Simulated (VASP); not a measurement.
# Na2BrCl (R-3m) in VASP: further runs

Runs on Na2BrCl. Level: LDA. Tasks: single point.

Program: VASP 6.6.1. These are calculated values, not measurements. Logs are shortened: lines on timing, memory, paths and dates and some standing lists are left out, and cuts for length are marked.

## (1) The cell of the first run

The structure is trigonal, space group R-3m (No. 166). Conventional cell: a = 3.978 Å, b = 3.978 Å, c = 19.690 Å, α = 90.00°, β = 90.00°, γ = 120.00°. Na (site symmetry 3m) is surrounded by 3 Cl at 2.77 Å and 3 Br at 2.88 Å. Around Br (site symmetry -3m) lie 6 Na at 2.88 Å. Around Cl (site symmetry -3m) lie 6 Na at 2.77 Å.

The cell comes from a database or a generator and needn't be the stable form of this composition.

## (2) Single point, LDA (strain +0.0100 x Voigt [0, 0, 1, 0, 0, 0], atoms carried along)

INCAR

```
SYSTEM = Na2BrCl
PREC = Accurate
ENCUT = 520
EDIFF = 1E-6
ISMEAR = 0
SIGMA = 0.05
LREAL = .FALSE.
LASPH = .TRUE.
NELM = 100
ALGO = Fast
ISIF = 2
LWAVE = .FALSE.
LCHARG = .TRUE.
LELF = .TRUE.
LVHAR = .TRUE.
NBANDS = 22
```

KPOINTS

```
Automatic mesh
0
G
  9 9 9
  0 0 0
```

POSCAR

```
Na2BrCl
1.0
    1.9888625555      1.1482703318      6.5633312286
   -1.9888625555      1.1482703318      6.5633312286
    0.0000000000     -2.2965406636      6.5633312286
Na Br Cl
2 1 1
Direct
    0.2545086910      0.2545086910      0.2545086910
    0.7454913090      0.7454913090      0.7454913090
    0.5000000000      0.5000000000      0.5000000000
    0.0000000000      0.0000000000      0.0000000000
```

Potentials or basis: VASP PAW LDA potentials, release 64 (Na_pv, Br, Cl).

Command:

```
$ cat potpaw_LDA.64/Na_pv/POTCAR potpaw_LDA.64/Br/POTCAR potpaw_LDA.64/Cl/POTCAR > POTCAR
$ mpirun -np 1 vasp_std > vasp.out
```

OUTCAR:

```text
SYSTEM = Na2BrCl
   PREC = Accurate
   ENCUT = 520
   EDIFF = 1E-6
   ISMEAR = 0
   LREAL = .FALSE.
   LASPH = .TRUE.
   NELM = 100
   ISIF = 2

 ion  position               nearest neighbor table
   1  0.255  0.255  0.255-
   2  0.745  0.745  0.745-
   3  0.500  0.500  0.500-
   4  0.000  0.000  0.000-

  LATTYP: Found a trigonal (rhomboedric) cell.
 ALAT       =     6.9535182344
 COS(alpha) =     0.8363822777

  Lattice vectors:

 A1 = (   1.9888625555,   1.1482703318,   6.5633312286)
 A2 = (  -1.9888625555,   1.1482703318,   6.5633312286)
 A3 = (   0.0000000000,  -2.2965406636,   6.5633312286)

Analysis of symmetry for initial positions (statically):
=====================================================================
 Subroutine PRICEL returns:
 Original cell was already a primitive cell.

 Routine SETGRP: Setting up the symmetry group for a
 trigonal (rhombohedral) supercell.

 Subroutine GETGRP returns: Found 12 space group operations
 (whereof 12 operations were pure point group operations)
 out of a pool of 12 trial point group operations.

The static configuration has the point symmetry D_3d.

Analysis of symmetry for dynamics (positions and initial velocities):
=====================================================================
 Subroutine PRICEL returns:
 Original cell was already a primitive cell.

 Routine SETGRP: Setting up the symmetry group for a
 trigonal (rhombohedral) supercell.

 Subroutine GETGRP returns: Found 12 space group operations
 (whereof 12 operations were pure point group operations)
 out of a pool of 12 trial point group operations.

The dynamic configuration has the point symmetry D_3d.

 Subroutine INISYM returns: Found 12 space group operations
 (whereof 12 operations are pure point group operations),
 and found     1 'primitive' translations

----------------------------------------------------------------------------------------

                                     Primitive cell

  volume of cell :      89.9341

  direct lattice vectors                    reciprocal lattice vectors
     1.988862555  1.148270332  6.563331229     0.251399977  0.145145844  0.050787218
    -1.988862555  1.148270332  6.563331229    -0.251399977  0.145145844  0.050787218
     0.000000000 -2.296540664  6.563331229     0.000000000 -0.290291688  0.050787218

  length of vectors
     6.953518234  6.953518234  6.953518234     0.294700875  0.294700875  0.294700875

  position of ions in fractional coordinates (direct lattice)
     0.254508691  0.254508691  0.254508691
     0.745491309  0.745491309  0.745491309
     0.500000000  0.500000000  0.500000000
     0.000000000  0.000000000  0.000000000

  ion indices of the primitive-cell ions
   primitive index   ion index
                 1           1
                 2           2
                 3           3
                 4           4

----------------------------------------------------------------------------------------

 KPOINTS: Automatic mesh

Automatic generation of k-mesh.
 Grid dimensions read from file:
 generate k-points for:    9    9    9

 Generating k-lattice:

  Cartesian coordinates                     Fractional coordinates (reciprocal lattice)
     0.027933331  0.016127316  0.005643024     0.111111111  0.000000000  0.000000000
    -0.027933331  0.016127316  0.005643024     0.000000000  0.111111111  0.000000000
     0.000000000 -0.032254632  0.005643024     0.000000000  0.000000000  0.111111111

  Length of vectors
     0.032744542  0.032744542  0.032744542

  Shift w.r.t. Gamma in fractional coordinates (k-lattice)
     0.000000000  0.000000000  0.000000000

 Subroutine IBZKPT returns following result:
 ===========================================

 Found     85 irreducible k-points:

 Following reciprocal coordinates:
            Coordinates               Weight
  0.000000  0.000000  0.000000      1.000000
  0.111111 -0.000000  0.000000      6.000000
  0.222222  0.000000  0.000000      6.000000
  0.333333 -0.000000  0.000000      6.000000
  0.444444  0.000000  0.000000      6.000000
  0.111111  0.111111  0.000000      6.000000
[... 16 lines left out ...]
 -0.333333  0.333333  0.000000      6.000000
  0.444444  0.444444  0.000000      6.000000
 [... further k-points ...]
   k-points           NKPTS =     85   k-points in BZ     NKDIM =     85   number of bands    NBANDS=     22
   number of dos      NEDOS =    301   number of ions     NIONS =      4
   total plane-waves  NPLWV = 157464
   dimension x,y,z NGX =    54 NGY =   54 NGZ =   54
   dimension x,y,z NGXF=   108 NGYF=  108 NGZF=  108
   ions per type =               2   1   1
   NGX,Y,Z   is equivalent  to a cutoff of  12.91, 12.91, 12.91 a.u.
   NGXF,Y,Z  is equivalent  to a cutoff of  25.82, 25.82, 25.82 a.u.
 SYSTEM =  Na2BrCl
   PREC   = accura    normal or accurate (medium, high low for compatibility)
   ISTART =      0    job   : 0-new  1-cont  2-samecut
   ICHARG =      2    charge: 1-file 2-atom 10-const
   ISPIN  =      1    spin polarized calculation?
   LNONCOLLINEAR =      F non collinear calculations
   LSORBIT =      F    spin-orbit coupling
   LASPH  =      T    aspherical Exc in radial PAW
   ENCUT  =  520.0 eV  38.22 Ry    6.18 a.u.  12.93 12.93 12.93*2*pi/ulx,y,z
   NELM   =    100;   NELMIN=  2; NELMDL= -5     # of ELM steps
   EDIFF  = 0.1E-05   stopping-criterion for ELM
   LREAL  =      F    real-space projection
   EDIFFG = 0.1E-04   stopping-criterion for IOM
   NSW    =      0    number of steps for IOM
   IBRION =     -1    ionic relax: 0-MD 1-quasi-New 2-CG
   NFREE  =      0    steps in history (QN), initial steepest desc. (CG)
   ISIF   =      2    stress and relaxation
   ISYM   =      2    0-nonsym 1-usesym 2-fastsym
   POTIM  = 0.5000    time-step for ionic-motion
   TEBEG  =    0.0;   TEEND  =   0.0 temperature during run
   PSTRESS=    0.0 pullay stress
   NELECT =      28.0000    total number of electrons
   NUPDOWN=      -1.0000    fix difference up-down
   EMIN   =  10.00;   EMAX   =-10.00  energy-range for DOS
   EFERMI =   0.00;   METHOD = LEGACY
   ISMEAR =     0;   SIGMA  =   0.05  broadening in eV -4-tet -1-fermi 0-gaus
   EFERMI_NEDOS =   21; number of points for ismear=-14 and -15
   IALGO  =     68    algorithm
   IMIX   =      4    mixing-type and parameters
     AMIX     =   0.40;   BMIX     =  1.00
     AMIX_MAG =   1.60;   BMIX_MAG =  1.00
  volume/ion in A,a.u.               =      22.48       151.73
  Fermi-wavevector in a.u.,A,eV,Ry     =   1.109565  2.096773 16.750596  1.231134
  Thomas-Fermi vector in A             =   2.246106
   LORBIT       =      0    0 simple, 1 ext, 2 COOP (PROOUT), +10 PAW based schemes
   GGA     = CA    functional components
   LHFCALC =     F    Hartree Fock is set to
   AEXX    =    0.0000 exact exchange contribution
   IVDW    =     0    specifies the selected vdW correction
   LEPSILON=     F    determine dielectric tensor
   LRPA    =     F    only Hartree local field effects (RPA)
 non-spin polarized calculation
 RMM-DIIS sequential band-by-band and
 Gauss-broadening in eV      SIGMA  =   0.05
  energy-cutoff  :      520.00
  volume of cell :       89.93
 maximum number of plane-waves:      2445
 NGX is ok and might be reduce to    54
   NGX = 25   NGY = 25   NGZ = 25

 number of electron      27.9999994 magnetization

 Free energy of the ion-electron system (eV)
  ---------------------------------------------------
  ext. energy  EPLUGINS =         0.00000000
  ---------------------------------------------------
  free energy    TOTEN  =       -14.11674469 eV

  energy without entropy =      -14.11674469  energy(sigma->0) =      -14.11674469

 E-fermi :   0.2744     XC(G=0):  -8.9372

 val. band max:        0.0015469527   @ k =   0.0000   0.0000   0.0000
 cond. band min:       4.1105454761   @ k =   0.0000   0.0000   0.0000
 fundamental gap:      4.1089985233
 Fermi energy:         0.2743593495

 k-point     1 :       0.0000    0.0000    0.0000
  band No.  band energies     occupation
      1     -21.4711      2.00000
      2     -21.4398      2.00000
      3     -21.4398      2.00000
      4     -21.4373      2.00000
      5     -21.4373      2.00000
      6     -21.4369      2.00000
[... 14 lines left out ...]
     21       9.9640      0.00000
     22      10.1963      0.00000

 k-point     2 :       0.1111   -0.0000    0.0000
  band No.  band energies     occupation
      1     -21.4691      2.00000
      2     -21.4423      2.00000
      3     -21.4405      2.00000
      4     -21.4403      2.00000
      5     -21.4379      2.00000
      6     -21.4371      2.00000
[... 14 lines left out ...]
     21      10.0532      0.00000
     22      10.1906      0.00000

 k-point     3 :       0.2222    0.0000    0.0000
  band No.  band energies     occupation
      1     -21.4640      2.00000
      2     -21.4488      2.00000
      3     -21.4477      2.00000
      4     -21.4417      2.00000
      5     -21.4392      2.00000
      6     -21.4382      2.00000
[... 14 lines left out ...]
     21      10.5215      0.00000
     22      10.7722      0.00000

 k-point     4 :       0.3333   -0.0000    0.0000
  band No.  band energies     occupation
      1     -21.4606      2.00000
      2     -21.4551      2.00000
      3     -21.4538      2.00000
      4     -21.4434      2.00000
      5     -21.4408      2.00000
      6     -21.4402      2.00000
[... 14 lines left out ...]
     21      10.8203      0.00000
     22      11.3189      0.00000

 k-point     5 :       0.4444    0.0000    0.0000
  band No.  band energies     occupation
      1     -21.4642      2.00000
      2     -21.4599      2.00000
      3     -21.4493      2.00000
      4     -21.4444      2.00000
      5     -21.4434      2.00000
      6     -21.4418      2.00000
[... 14 lines left out ...]
     21      10.9758      0.00000
     22      11.3159      0.00000

 k-point     6 :       0.1111    0.1111    0.0000
  band No.  band energies     occupation
      1     -21.4688      2.00000
      2     -21.4423      2.00000
      3     -21.4408      2.00000
      4     -21.4406      2.00000
      5     -21.4376      2.00000
      6     -21.4371      2.00000
[... 14 lines left out ...]
     21      10.0521      0.00000
     22      10.1761      0.00000

 k-point     7 :       0.2222    0.1111    0.0000
  band No.  band energies     occupation
      1     -21.4652      2.00000
      2     -21.4471      2.00000
      3     -21.4456      2.00000
      4     -21.4415      2.00000
      5     -21.4392      2.00000
      6     -21.4375      2.00000
[... 324 lines left out ...]
      6     -21.4385      2.00000
[... 14 lines left out ...]
     21      10.1372      0.00000
     22      12.1079      0.00000

 k-point    21 :       0.4444    0.3333    0.0000
  band No.  band energies     occupation
      1     -21.4668      2.00000
      2     -21.4590      2.00000
      3     -21.4480      2.00000
      4     -21.4469      2.00000
      5     -21.4411      2.00000
      6     -21.4391      2.00000
[... 14 lines left out ...]
     21      10.3513      0.00000
     22      12.0390      0.00000

 k-point    22 :      -0.4444    0.3333   -0.0000
  band No.  band energies     occupation
      1     -21.4657      2.00000
      2     -21.4578      2.00000
      3     -21.4528      2.00000
      4     -21.4457      2.00000
      5     -21.4443      2.00000
      6     -21.4408      2.00000
[... 14 lines left out ...]
     21      10.5045      0.00000
     22      11.5980      0.00000

 k-point    23 :      -0.3333    0.3333    0.0000
  band No.  band energies     occupation
      1     -21.4611      2.00000
      2     -21.4586      2.00000
      3     -21.4544      2.00000
      4     -21.4497      2.00000
      5     -21.4435      2.00000
      6     -21.4421      2.00000
[... 14 lines left out ...]
     21      10.8192      0.00000
     22      11.2168      0.00000

 k-point    24 :       0.4444    0.4444    0.0000
  band No.  band energies     occupation
      1     -21.4707      2.00000
      2     -21.4602      2.00000
      3     -21.4467      2.00000
      4     -21.4466      2.00000
      5     -21.4396      2.00000
      6     -21.4391      2.00000
[... 14 lines left out ...]
     21      10.9975      0.00000
     22      13.4110      0.00000

 [... further k-points ...]
[... 5 lines left out ...]
  --------------------------------------------------------------------------------------
  -------------------------------------------------------------------------------------
  Total       -0.1025180     -0.1025180     -0.2327459     -0.0000000      0.0000000      0.0000000
  in kB       -1.8263599     -1.8263599     -4.1463704     -0.0000000      0.0000000      0.0000000
  external PRESSURE =      -2.5996968 kB  Pullay stress =       0.0000000 kB

 VOLUME and BASIS-vectors are now :
 -----------------------------------------------------------------------------
  energy-cutoff  :      520.00
  volume of cell :       89.93
      direct lattice vectors                 reciprocal lattice vectors
     1.988862555  1.148270332  6.563331229     0.251399977  0.145145844  0.050787218
    -1.988862555  1.148270332  6.563331229    -0.251399977  0.145145844  0.050787218
     0.000000000 -2.296540664  6.563331229     0.000000000 -0.290291688  0.050787218

 POSITION                                       TOTAL-FORCE (eV/Angst)
 -----------------------------------------------------------------------------------
      0.00000      0.00000      5.01127         0.000000      0.000000     -0.003009
      0.00000      0.00000     14.67872         0.000000     -0.000000      0.003009
      0.00000      0.00000      9.84500         0.000000     -0.000000     -0.000000
      0.00000      0.00000      0.00000        -0.000000      0.000000     -0.000000
 -----------------------------------------------------------------------------------
    total drift:                               -0.000000      0.000000     -0.000000

  FREE ENERGIE OF THE ION-ELECTRON SYSTEM (eV)
  ---------------------------------------------------
  free  energy   TOTEN  =       -14.1167446875 eV

  energy  without entropy=      -14.1167446875  energy(sigma->0) =      -14.11674469
```

It took 7.5 min on 1 thread of Intel Xeon Platinum 8488C (Sapphire Rapids), shared host; peak memory 0.4 GiB.

What came out:

* Free energy: -14.1167 eV
* Pressure: -0.3 GPa
* Largest force: 0.003 eV/Å
* Band gap on the k mesh: 4.11 eV, direct

Forces in eV/Å, atoms in the order of the input:
```
Na   0.000  0.000 -0.003
Na   0.000  0.000  0.003
Br   0.000  0.000  0.000
Cl   0.000  0.000  0.000
```

Stress tensor (GPa, compression positive):
```
-0.18  0.00  0.00
 0.00 -0.18  0.00
 0.00  0.00 -0.41
```

Caveat: an odd mesh through Γ misses points on the zone boundary, where band edges often lie.

## (3) Single point, LDA (strain -0.0300 x Voigt [0, 0, 1, 0, 0, 0], atoms carried along)

INCAR

```
PREC     = Accurate       # precision mode
ENCUT    = 520            # plane-wave cutoff, eV
EDIFF    = 1E-7           # SCF threshold, eV
ISMEAR   = 0              # smearing method
SIGMA    = 0.05           # smearing width, eV
LREAL    = False          # projectors in reciprocal space
LASPH    = True           # aspherical terms in the spheres
NELM     = 100            # most SCF steps
ALGO     = Fast           # electronic algorithm
ISIF     = 2              # what is computed and relaxed
LWAVE    = False          # write WAVECAR
LCHARG   = False          # write CHGCAR
GGA      = CA             # functional
NBANDS   = 22             # bands
```

KPOINTS

```
Automatic mesh
0
Gamma
  9 9 9
```

POSCAR

```
Na2BrCl
1.0
    1.9888625555      1.1482703318      6.3033973186
   -1.9888625555      1.1482703318      6.3033973186
    0.0000000000     -2.2965406636      6.3033973186
Na Br Cl
2 1 1
Direct
    0.2545086910      0.2545086910      0.2545086910
    0.7454913090      0.7454913090      0.7454913090
    0.5000000000      0.5000000000      0.5000000000
    0.0000000000      0.0000000000      0.0000000000
```

Potentials or basis: VASP PAW LDA potentials, release 64 (Na_pv, Br, Cl).

Command:

```
$ cat potpaw_LDA.64/Na_pv/POTCAR potpaw_LDA.64/Br/POTCAR potpaw_LDA.64/Cl/POTCAR > POTCAR
$ mpirun -np 1 vasp_std > vasp.out
```

Wall time 5.2 min (1 thread of Intel Xeon Platinum 8488C (Sapphire Rapids), shared host); peak memory 0.36 GiB.

Results (log left out):

- Free energy: -14.1055 eV
- Pressure: 1.0 GPa
- Largest force: 0.015 eV/Å
- Band gap on the k mesh: 4.36 eV, direct

Forces in eV/Å, atoms in the order of the input:
```
Na   0.000  0.000  0.015
Na   0.000  0.000 -0.015
Br   0.000  0.000  0.000
Cl   0.000  0.000  0.000
```

Stress tensor (GPa, compression positive):
```
0.75 0.00 0.00
0.00 0.75 0.00
0.00 0.00 1.42
```

Levels at points of the mesh, in eV from the valence-band top:
```
           k point  band 10  band 11  band 12  band 13  band 14  band 15  band 16  band 17  band 18  band 19
(0.00, 0.00, 0.00)    -1.05    -1.05    -0.21     0.00     0.00     4.36     6.18     9.74     9.74     9.88
```

Caveat: an odd mesh through Γ misses points on the zone boundary, where band edges often lie.
